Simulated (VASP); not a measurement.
OSZICAR of a VASP run on TmB2 (space group P6/mmm):

OSZICAR:
```
       N       E                     dE             d eps       ncg     rms          rms(c)
DAV:   1     0.587928598124E+02    0.58793E+02   -0.73299E+03  1588   0.141E+03
DAV:   2    -0.171714971368E+02   -0.75964E+02   -0.71535E+02  1812   0.337E+02
DAV:   3    -0.218431854332E+02   -0.46717E+01   -0.42818E+01  2448   0.578E+01
DAV:   4    -0.219692028050E+02   -0.12602E+00   -0.12546E+00  2380   0.724E+00
DAV:   5    -0.219703696480E+02   -0.11668E-02   -0.11660E-02  2074   0.605E-01    0.307E+01
DAV:   6    -0.211287620495E+02    0.84161E+00   -0.20003E+00  2545   0.109E+01    0.213E+01
DAV:   7    -0.211589515306E+02   -0.30189E-01   -0.88377E-01  2586   0.739E+00    0.445E+00
DAV:   8    -0.211202847111E+02    0.38667E-01   -0.37348E-01  2559   0.484E+00    0.602E-01
DAV:   9    -0.211149163210E+02    0.53684E-02   -0.24660E-02  2542   0.133E+00    0.143E-01
DAV:  10    -0.211149300292E+02   -0.13708E-04   -0.57632E-04  1953   0.209E-01    0.156E-01
DAV:  11    -0.211149270146E+02    0.30146E-05   -0.18263E-05  2447   0.555E-02    0.217E-02
DAV:  12    -0.211149268672E+02    0.14743E-06   -0.24467E-06  2556   0.136E-02    0.450E-03
DAV:  13    -0.211149270072E+02   -0.14000E-06   -0.85978E-08  1267   0.340E-03    0.128E-03
DAV:  14    -0.211149269856E+02    0.21637E-07   -0.48828E-08  1151   0.294E-03
   1 F= -.20057888E+02 E0= -.20057708E+02  d E =-.200579E+02
       N       E                     dE             d eps       ncg     rms          rms(c)
DAV:   1    -0.211341999049E+02   -0.19273E-01   -0.18808E+00  1616   0.206E+01    0.339E+00
DAV:   2    -0.210848456805E+02    0.49354E-01   -0.94086E-02  1897   0.434E+00    0.185E+00
DAV:   3    -0.210625925645E+02    0.22253E-01   -0.59624E-02  2356   0.355E+00    0.902E-01
DAV:   4    -0.210622466351E+02    0.34593E-03   -0.15687E-03  1865   0.397E-01    0.611E-01
DAV:   5    -0.210621763195E+02    0.70316E-04   -0.11653E-03  2319   0.232E-01    0.993E-02
DAV:   6    -0.210621816618E+02   -0.53423E-05   -0.63530E-05  2537   0.829E-02    0.959E-03
DAV:   7    -0.210621795451E+02    0.21167E-05   -0.45562E-06  2119   0.269E-02    0.142E-02
DAV:   8    -0.210621789058E+02    0.63936E-06   -0.84238E-07  2472   0.112E-02    0.124E-03
DAV:   9    -0.210621788866E+02    0.19131E-07   -0.42022E-08  1040   0.204E-03
   2 F= -.20057329E+02 E0= -.20057125E+02  d E =0.558355E-03
       N       E                     dE             d eps       ncg     rms          rms(c)
DAV:   1    -0.211199430064E+02   -0.57764E-01   -0.46598E-01  1646   0.101E+01    0.172E+00
DAV:   2    -0.211075350776E+02    0.12408E-01   -0.24087E-02  1909   0.221E+00    0.946E-01
DAV:   3    -0.211020096238E+02    0.55255E-02   -0.15162E-02  2356   0.177E+00    0.452E-01
DAV:   4    -0.211019056302E+02    0.10399E-03   -0.44854E-04  1844   0.207E-01    0.283E-01
DAV:   5    -0.211018903922E+02    0.15238E-04   -0.24309E-04  2369   0.108E-01    0.523E-02
DAV:   6    -0.211018910168E+02   -0.62462E-06   -0.13514E-05  2526   0.390E-02    0.434E-03
DAV:   7    -0.211018905656E+02    0.45115E-06   -0.10383E-06  2189   0.115E-02    0.710E-03
DAV:   8    -0.211018906602E+02   -0.94588E-07   -0.13690E-07  1199   0.523E-03
   3 F= -.20071130E+02 E0= -.20070937E+02  d E =-.132426E-01
```

**Question.** Which electronic solver shows in the log?

**Answer.** It is blocked Davidson (ALGO = Normal, or the opening steps of other solvers). The INCAR had ALGO = Normal.

**Question.** Can the final energy be trusted as converged?

**Answer.** The calculation finished and met its thresholds. It stopped with EDIFF = 1E-7, NELM = 100, NSW = 40 and EDIFFG = -0.01 after 3 ionic steps (PBEsol GGA, plane waves, VASP's PBE PAW potentials (set 64)). The 4f electrons are frozen in the core of the lanthanide potential, so 4f levels, which can set the real gap, and their magnetism are missing. Energy and stress use the plane-wave basis of the starting cell.

The structure comes from a computed database's TmB2 entry (P6/mmm); how it stands against other phases isn't given here. This run relaxes it under an external pressure of 5 GPa. Symmetry was kept, so distortions that lower it aren't found. The electron count is odd and the run is not spin-polarised, which forces a metal.
